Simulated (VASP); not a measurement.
Level of theory: r2SCAN meta-GGA, VASP's PBE PAW potentials (set 64) (plane waves; VASP).

VASP ran on this input.

POSCAR:
```
Tm
1.0
  1.7782148902  -3.0799586082   0.0000000000
  1.7782148902   3.0799586082   0.0000000000
  0.0000000000   0.0000000000   5.5222684506
Tm
2
Cartesian
  1.7782148902   1.0266549227   1.3805671127
  1.7782148902  -1.0266549227   4.1417013379
```

KPOINTS:
```
kpoints
0
Gamma
 12 12 6
0 0 0
```

### INCAR
```
! general
SYSTEM  = Tm
PREC    = Accurate
ENCUT   = 480
LREAL   = F
LASPH   = T

! electronic loop
EDIFF   = 1E-7
NELM    = 100
ALGO    = Normal
LMAXMIX = 6
LMIXTAU = T

! smearing
ISMEAR  = 1
SIGMA   = 0.1

! functional
METAGGA = R2SCAN

! ions
ISIF    = 2

! output
LWAVE   = F
LCHARG  = F
```

POTCAR, in this order: Tm_3 (PBE.64 set). Program: vasp_std.

The resulting files:

OUTCAR:
```
 ion  position               nearest neighbor table
   1  0.333  0.667  0.250-   2 3.44   2 3.44   2 3.44   2 3.44   2 3.44   2 3.44
   2  0.667  0.333  0.750-   1 3.44   1 3.44   1 3.44   1 3.44   1 3.44   1 3.44
  LATTYP: Found a hexagonal cell.
 ALAT       =     3.5564298424
 C/A-ratio  =     1.5527561896
 Subroutine PRICEL returns:
 Original cell was already a primitive cell.
 Subroutine GETGRP returns: Found 24 space group operations
The static configuration has the point symmetry D_3d.
 The point group associated with its full space group is D_6h.
The dynamic configuration has the point symmetry D_3d.
 Subroutine INISYM returns: Found 24 space group operations
 Subroutine IBZKPT returns following result:
 Found     76 irreducible k-points:

 Following reciprocal coordinates:
            Coordinates               Weight
  0.000000  0.000000  0.000000      1.000000
  0.083333 -0.000000  0.000000      6.000000
  0.166667  0.000000  0.000000      6.000000
  0.250000  0.000000  0.000000      6.000000
  0.333333  0.000000  0.000000      6.000000
  0.416667  0.000000  0.000000      6.000000
  0.500000  0.000000  0.000000      3.000000
  0.083333  0.083333  0.000000      6.000000
  0.166667  0.083333  0.000000     12.000000
  0.250000  0.083333  0.000000     12.000000
  0.333333  0.083333  0.000000     12.000000
  0.416667  0.083333  0.000000     12.000000
  0.166667  0.166667  0.000000      6.000000
  0.250000  0.166667  0.000000     12.000000
  0.333333  0.166667  0.000000     12.000000
  0.416667  0.166667  0.000000      6.000000
  0.250000  0.250000  0.000000      6.000000
  0.333333  0.250000  0.000000     12.000000
  0.333333  0.333333  0.000000      2.000000
  0.000000  0.000000  0.166667      2.000000
  0.083333 -0.000000  0.166667     12.000000
  0.166667  0.000000  0.166667     12.000000
...
```

File OSZICAR:
```
       N       E                     dE             d eps       ncg     rms          rms(c)
DAV:   1    -0.472902060688E+00   -0.47290E+00   -0.84651E+03  2000   0.129E+03
DAV:   2    -0.674465746593E+02   -0.66974E+02   -0.66011E+02  1999   0.387E+02
DAV:   3    -0.717112665515E+02   -0.42647E+01   -0.39227E+01  3145   0.589E+01
DAV:   4    -0.718338742652E+02   -0.12261E+00   -0.11907E+00  3068   0.933E+00
DAV:   5    -0.718360634063E+02   -0.21891E-02   -0.21878E-02  2810   0.106E+00    0.280E+01
DAV:   6    -0.704428412101E+02    0.13932E+01   -0.45069E-01  2235   0.937E+00    0.152E+01
DAV:   7    -0.690861614932E+02    0.13567E+01   -0.50579E-01  3037   0.761E+00    0.973E-01
DAV:   8    -0.703628650066E+02   -0.12767E+01   -0.49415E-01  2706   0.661E+00    0.272E+00
DAV:   9    -0.702421043806E+02    0.12076E+00   -0.77197E-02  2181   0.354E+00    0.735E-01
DAV:  10    -0.702443226752E+02   -0.22183E-02   -0.22269E-03  3159   0.633E-01    0.747E-01
DAV:  11    -0.702457355078E+02   -0.14128E-02   -0.20447E-04  2191   0.160E-01    0.801E-01
DAV:  12    -0.702139341078E+02    0.31801E-01   -0.87388E-02  1991   0.318E+00    0.307E-01
DAV:  13    -0.702085432032E+02    0.53909E-02   -0.39734E-03  2441   0.758E-01    0.298E-01
DAV:  14    -0.702364521435E+02   -0.27909E-01   -0.18303E-02  1986   0.145E+00    0.228E-01
DAV:  15    -0.702361636156E+02    0.28853E-03   -0.12902E-03  2604   0.402E-01    0.198E-01
DAV:  16    -0.702361834538E+02   -0.19838E-04   -0.33694E-05  2446   0.492E-02    0.191E-01
DAV:  17    -0.702362673431E+02   -0.83889E-04   -0.84339E-05  2041   0.958E-02    0.182E-01
DAV:  18    -0.702357798837E+02    0.48746E-03   -0.55313E-04  2779   0.240E-01    0.433E-02
DAV:  19    -0.702357641082E+02    0.15776E-04   -0.93521E-05  2334   0.112E-01    0.446E-02
DAV:  20    -0.702357512235E+02    0.12885E-04   -0.53799E-06  2867   0.219E-02    0.398E-02
DAV:  21    -0.702356451851E+02    0.10604E-03   -0.20105E-05  2401   0.358E-02    0.259E-02
DAV:  22    -0.702356690534E+02   -0.23868E-04   -0.12197E-05  2837   0.420E-02    0.640E-02
DAV:  23    -0.702356642988E+02    0.47546E-05   -0.24997E-06  2735   0.179E-02    0.490E-02
DAV:  24    -0.702356576167E+02    0.66821E-05   -0.91610E-06  2928   0.308E-02    0.164E-02
DAV:  25    -0.702356449127E+02    0.12704E-04   -0.18562E-06  2698   0.137E-02    0.505E-03
DAV:  26    -0.702356386926E+02    0.62201E-05   -0.23568E-07  1893   0.531E-03    0.147E-03
DAV:  27    -0.702356386336E+02    0.59057E-07   -0.15496E-08  1048   0.170E-03
   1 F= -.70235639E+02 E0= -.70236227E+02  d E =0.176373E-02
```

File OUTCAR:
```
------------------------ aborting loop because EDIFF is reached ----------------------------------------
  FORCE on cell =-STRESS in cart. coord.  units (eV):
  Direction    XX          YY          ZZ          XY          YZ          ZX
  --------------------------------------------------------------------------------------
  Total        0.0375863      0.0375863     -0.0803396      0.0000000      0.0000000      0.0000000
  in kB        0.9955521      0.9955521     -2.1279620      0.0000000      0.0000000      0.0000000
  external PRESSURE =      -0.0456193 kB  Pullay stress =       0.0000000 kB
  volume of cell :       60.49
      direct lattice vectors                 reciprocal lattice vectors
     1.778214890 -3.079958608  0.000000000     0.281180864 -0.162339844  0.000000000
     1.778214890  3.079958608  0.000000000     0.281180864  0.162339844  0.000000000
     0.000000000  0.000000000  5.522268451     0.000000000  0.000000000  0.181085003
 POSITION                                       TOTAL-FORCE (eV/Angst)
 -----------------------------------------------------------------------------------
      1.77821      1.02665      1.38057         0.000000      0.000000      0.000000
      1.77821     -1.02665      4.14170        -0.000000     -0.000000      0.000000
 -----------------------------------------------------------------------------------
    total drift:                                0.000000      0.000071     -0.000011
  FREE ENERGIE OF THE ION-ELECTRON SYSTEM (eV)
  ---------------------------------------------------
  free  energy   TOTEN  =       -70.2356386336 eV

  energy  without entropy=      -70.2374023620  energy(sigma->0) =      -70.23622654
```
(Selected blocks of OUTCAR.)

The 4f electrons are frozen in the core of the lanthanide potential, so 4f levels, which can set the real gap, and their magnetism are missing.

The compound is Tm in the hcp structure. It was relaxed first.
